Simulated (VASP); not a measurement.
Here is the system:

```
Hf2Hg
1.0
   -1.65105     1.65105     5.75282
    1.65105    -1.65105     5.75282
    1.65105     1.65105    -5.75282
Hf Hg
2 1
Direct
  0.66573   0.66573   0.00000
  0.33427   0.33427   0.00000
  0.00000   0.00000   0.00000
```

These are LDA (Ceperley-Alder, Perdew-Zunger), VASP's LDA PAW potentials (set 64) (plane waves; VASP) values and carry that method's errors. Numerical set-up: 300 eV cut-off, 10×10×10 Γ-centred mesh, Gaussian smearing of 0.050 eV, potentials Hf_pv Hg.

At this cut-off the stress carries a Pulay error, which pulls relaxed volumes low. Unless said otherwise, spin-orbit coupling is left out, though it shifts the bands of the heavy elements here.

Problem. Predict the energy per atom (σ→0), pressure, band gap (on the k-mesh) with the smallest direct gap where there is one.

Solution. 
```
Quantity                                                    Result
------------------------  ----------------------------------------
band gap (on the k-mesh)  none (metal, semimetal or under 0.01 eV)
energy per atom (σ→0)                           -738.5 kJ/mol-atom
pressure                                                 -3.53 GPa
```

The structure comes from a computed database's Hf2Hg entry; how it stands against other phases isn't given here. The cell was not relaxed at this level.
